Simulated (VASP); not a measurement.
Given:

```yaml
crystal:
  lattice:
    - [3.96535, 0.00000, 0.00000]
    - [0.00000, 3.96535, 0.00000]
    - [0.00000, 0.00000, 5.43212]
  atoms:
    - { symbol: Sn, position: [0.50000, 0.00000, 0.78345] }
    - { symbol: Sn, position: [0.00000, 0.50000, 0.21655] }
    - { symbol: O, position: [0.50000, 0.50000, 0.00000] }
    - { symbol: O, position: [0.00000, 0.00000, 0.00000] }
```

Method: vdW-DF2, VASP's PBE PAW potentials (set 64) (plane waves; VASP 6.6.1). Numerical set-up: 520 eV cut-off, 5×5×4 Γ-centred mesh, Gaussian smearing of 0.050 eV, potentials Sn_d O.

Problem. Estimate the energy per atom (σ→0).

Solution. 
| Item | Value |
|---|---|
| energy per atom (σ→0) | -3.223 eV/atom |

The compound is SnO in the litharge structure. It was relaxed first, which changed the volume by +22 %. The start is the result of an earlier pass.
